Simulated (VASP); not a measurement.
Output of a VASP run:

**OSZICAR**
```
...
DAV:  15    -0.411031609431E+02   -0.71996E-08   -0.25293E-10  1192   0.149E-04    0.212E-05
DAV:  16    -0.411031609421E+02    0.10459E-08   -0.11196E-10  1216   0.848E-05    0.183E-05
DAV:  17    -0.411031609413E+02    0.76034E-09    0.11206E-12  1200   0.779E-05
   3 F= -.41103161E+02 E0= -.41103161E+02  d E =-.341924E-01
       N       E                     dE             d eps       ncg     rms          rms(c)
DAV:   1    -0.411034446043E+02   -0.28366E-03   -0.43315E-03  2512   0.721E-01    0.128E-01
DAV:   2    -0.411031917038E+02    0.25290E-03   -0.10299E-03  2432   0.461E-01    0.484E-02
DAV:   3    -0.411031608200E+02    0.30884E-04   -0.35028E-05  2176   0.247E-02    0.247E-02
DAV:   4    -0.411031505568E+02    0.10263E-04   -0.46769E-06  2232   0.105E-02    0.128E-02
DAV:   5    -0.411031475212E+02    0.30356E-05   -0.11019E-06  3168   0.218E-02    0.138E-03
DAV:   6    -0.411031475247E+02   -0.34943E-08   -0.10389E-06  2360   0.115E-02    0.112E-03
DAV:   7    -0.411031476067E+02   -0.82053E-07   -0.11440E-07  2352   0.275E-03    0.106E-03
DAV:   8    -0.411031478109E+02   -0.20423E-06   -0.50337E-08  2952   0.246E-03    0.488E-04
DAV:   9    -0.411031477619E+02    0.48996E-07   -0.75488E-09  2272   0.106E-03    0.139E-04
DAV:  10    -0.411031477537E+02    0.82382E-08   -0.12877E-09  1256   0.332E-04    0.765E-05
DAV:  11    -0.411031477570E+02   -0.32906E-08   -0.41540E-10  1208   0.237E-04    0.298E-05
DAV:  12    -0.411031477577E+02   -0.72396E-09   -0.85593E-11  1192   0.861E-05
   4 F= -.41103148E+02 E0= -.41103148E+02  d E =-.341793E-01
       N       E                     dE             d eps       ncg     rms          rms(c)
DAV:   1    -0.411031562056E+02   -0.84486E-05   -0.17440E-03  2064   0.175E-01    0.106E-02
DAV:   2    -0.411031574854E+02   -0.12797E-05   -0.19411E-05  2496   0.214E-02    0.459E-03
DAV:   3    -0.411031574560E+02    0.29324E-07   -0.10222E-06  2360   0.582E-03    0.324E-03
DAV:   4    -0.411031573972E+02    0.58850E-07   -0.10009E-07  2712   0.953E-03    0.176E-03
DAV:   5    -0.411031573829E+02    0.14310E-07   -0.82286E-08  2872   0.309E-03    0.810E-04
DAV:   6    -0.411031573972E+02   -0.14359E-07   -0.49106E-08  2448   0.123E-03    0.761E-04
DAV:   7    -0.411031574004E+02   -0.31723E-08   -0.11171E-08  2496   0.604E-04    0.418E-04
DAV:   8    -0.411031574001E+02    0.36562E-09   -0.66217E-10  1336   0.319E-04
   5 F= -.41103157E+02 E0= -.41103157E+02  d E =-.964233E-05
       N       E                     dE             d eps       ncg     rms          rms(c)
DAV:   1    -0.411031597712E+02   -0.23708E-05   -0.15698E-02  2064   0.526E-01    0.318E-02
DAV:   2    -0.411031715043E+02   -0.11733E-04   -0.17526E-04  2496   0.641E-02    0.138E-02
DAV:   3    -0.411031708804E+02    0.62391E-06   -0.92413E-06  2352   0.175E-02    0.973E-03
DAV:   4    -0.411031703371E+02    0.54327E-06   -0.90598E-07  2712   0.290E-02    0.531E-03
DAV:   5    -0.411031701044E+02    0.23275E-06   -0.74160E-07  2872   0.921E-03    0.245E-03
DAV:   6    -0.411031701540E+02   -0.49577E-07   -0.43772E-07  2448   0.364E-03    0.230E-03
DAV:   7    -0.411031701627E+02   -0.87293E-08   -0.10635E-07  2536   0.193E-03    0.126E-03
DAV:   8    -0.411031701612E+02    0.15352E-08   -0.74331E-09  2328   0.108E-03    0.883E-04
DAV:   9    -0.411031701630E+02   -0.18645E-08   -0.12636E-08  2432   0.635E-04    0.256E-04
DAV:  10    -0.411031701638E+02   -0.77853E-09   -0.46834E-09  2096   0.670E-04
   6 F= -.41103170E+02 E0= -.41103170E+02  d E =-.224061E-04
```

OUTCAR:
```
------------------------ aborting loop because EDIFF is reached ----------------------------------------
  FORCE on cell =-STRESS in cart. coord.  units (eV):
  Direction    XX          YY          ZZ          XY          YZ          ZX
  --------------------------------------------------------------------------------------
  Total       -0.0469625     -0.0469625     -0.0410674      0.0000000      0.0000000      0.0000000
  in kB       -0.3107776     -0.3107776     -0.2717665      0.0000000      0.0000000      0.0000000
  external PRESSURE =      -0.2977739 kB  Pullay stress =       0.0000000 kB
  volume of cell :      242.11
      direct lattice vectors                 reciprocal lattice vectors
     3.848290482  0.000000000 -0.000000000     0.259855644  0.150027719  0.000000000
    -1.924145241  3.332717459 -0.000000000     0.000000000  0.300055439  0.000000000
    -0.000000000  0.000000000 18.877537967     0.000000000  0.000000000  0.052973010
  FREE ENERGIE OF THE ION-ELECTRON SYSTEM (eV)
  ---------------------------------------------------
  free  energy   TOTEN  =       -41.1031701638 eV

  energy  without entropy=      -41.1031701638  energy(sigma->0) =      -41.10317016

 reached required accuracy - stopping structural energy minimisation
```
(Selected blocks of OUTCAR.)

File POSCAR:
```
ZnS
1
    3.8806920000     0.0000000000     0.0000000000
   -1.9403460000     3.3607780000     0.0000000000
    0.0000000000     0.0000000000    19.0355040000
Zn S
6 6
Direct
  0.3333330000   0.6666670000   0.8332600000
  0.6666670000   0.3333330000   0.3332600000
  0.6666670000   0.3333330000   0.6668600000
  0.3333330000   0.6666670000   0.1668600000
  0.0000000000   0.0000000000   0.4999400000
  0.0000000000   0.0000000000   0.9999400000
  0.3333330000   0.6666670000   0.9581200000
  0.6666670000   0.3333330000   0.4581200000
  0.6666670000   0.3333330000   0.7917100000
  0.3333330000   0.6666670000   0.2917100000
  0.0000000000   0.0000000000   0.6251100000
  0.0000000000   0.0000000000   0.1251100000
```

### Question
Write an INCAR and KPOINTS that could have produced this output.

### Answer
Several could match; the one computed here: the input of the run itself, PBE GGA, plane waves, VASP's PBE PAW potentials (set 64).

INCAR:
```
ISMEAR = 0
NELM = 100   ! most electronic steps
SIGMA = 0.01
NSW = 50
ISIF = 3   ! ions, shape and volume
EDIFF = 1E-09
LWAVE = .FALSE.
ENCUT = 420   ! plane-wave cut-off (eV)
LASPH = .TRUE.   ! aspherical one-centre terms
PREC = Accurate
IBRION = 2
LREAL = .FALSE.   ! projection in real space or not
LMAXMIX = 4
LCHARG = .FALSE.
SYSTEM = ZnS
GGA = PE   ! PBE
ALGO = Normal   ! blocked Davidson
EDIFFG = -0.005
```

### KPOINTS
```
Automatic mesh
0
Gamma
7 7 2
0 0 0
```

POTCAR, in this order: Zn S (PBE.64 set). Program: vasp_std.

Energy and stress use the plane-wave basis of the starting cell.

The structure comes from a computed database's ZnS entry; how it stands against other phases isn't given here. This run relaxes it. Symmetry was kept, so distortions that lower it aren't found. The run is one of a series of settings (EDIFF = 1E-09, EDIFFG = -0.005, ENCUT = 420, IBRION = 2, ISIF = 3, NSW = 50, KPOINTS 7×7×2 Γ-centred mesh against the base run), some of them coarse on purpose.
